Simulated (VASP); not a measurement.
An input for Ansatz (written as the equivalent of a VASP run, and not itself run):

Ansatz 0.2 input:
```yaml
crystal:
  lattice:
    - [3.1788140, 0.0000000, 0.0000000]
    - [0.0000000, 3.1788140, 0.0000000]
    - [0.0000000, 0.0000000, 22.3577000]
  atoms:
    - { symbol: Tl, position: [0.0000000, 0.0000000, 0.3578190] }
    - { symbol: Tl, position: [0.0000000, 0.0000000, 0.5000020] }
    - { symbol: Tl, position: [0.0000000, 0.0000000, 0.6421810] }
kpoints:
  mp_grid: { grid: [7, 7, 1] }
hamiltonian:
  xc: pbe
  pseudopotentials: { kind: paw }
scf:
  occupations: { method: fermi_dirac, width: 0.1 }
  max_iter: 100
output: { forces: true, stress: true, eigenvalues: true }
```

Question: Write the VASP files for the same calculation (PBE).

Answer: This is not unique; one that fits is 
File KPOINTS:
```
Automatic mesh
0
Gamma
7 7 1
0 0 0
```

File POSCAR:
```
Tl
1.0
  3.1788140000   0.0000000000   0.0000000000
  0.0000000000   3.1788140000   0.0000000000
  0.0000000000   0.0000000000  22.3577000000
Tl
3
Cart
  0.0000000000   0.0000000000   8.0000098563
  0.0000000000   0.0000000000  11.1788947154
  0.0000000000   0.0000000000  14.3576901437
```

**INCAR**
```
ALGO=Normal
EDIFF=1E-6
ENCUT=300
GGA=PE
ISIF=2
ISMEAR=-1
LASPH=.True.
LCHARG=.False.
LMAXMIX=4
LREAL=.False.
LWAVE=.False.
NELM=100
PREC=Accurate
SIGMA=0.1
SYSTEM=Tl
```

POTCAR, in this order: Tl_d (PBE.64 set). Program: vasp_std.

What does not carry over: each code has its own PAW files, so the cut-off isn't converted (ENCUT is set for VASP's; basis.ecutwfc is left out, and Ansatz then takes the one that its files recommend); Ansatz stops its SCF on the density residual and VASP on the energy change (EDIFF).

The cell is a sheet with vacuum, built from a generated structure.
